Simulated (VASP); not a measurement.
Here is the system:

```xyz
2
Lattice="0.0000 3.0600 3.0600 3.0600 0.0000 3.0600 3.0600 3.0600 0.0000" Properties=species:S:1:pos:R:3 pbc="T T T"
Pb     0.0000     0.0000     0.0000
Se     3.0600     3.0600     3.0600
```

Calculation: PBE GGA, VASP's PBE PAW potentials (set 64) (plane waves; VASP 6.6.1). Numerical set-up: 400 eV cut-off, 9×9×9 Monkhorst-Pack mesh, Gaussian smearing of 0.050 eV, potentials Pb_d Se.

What does the run give for the energy per atom (σ→0), pressure?

| Quantity | Result |
|---|---|
| energy per atom (σ→0) | -4.089 eV/atom |
| pressure | 2.41 GPa |

Only differences to runs with the same potentials and settings are physical.

The compound is PbSe in the rock salt structure. The cell was not relaxed at this level. The run is one of a series of settings (KPOINTS 9×9×9 Monkhorst-Pack mesh against the base run), some of them coarse on purpose.
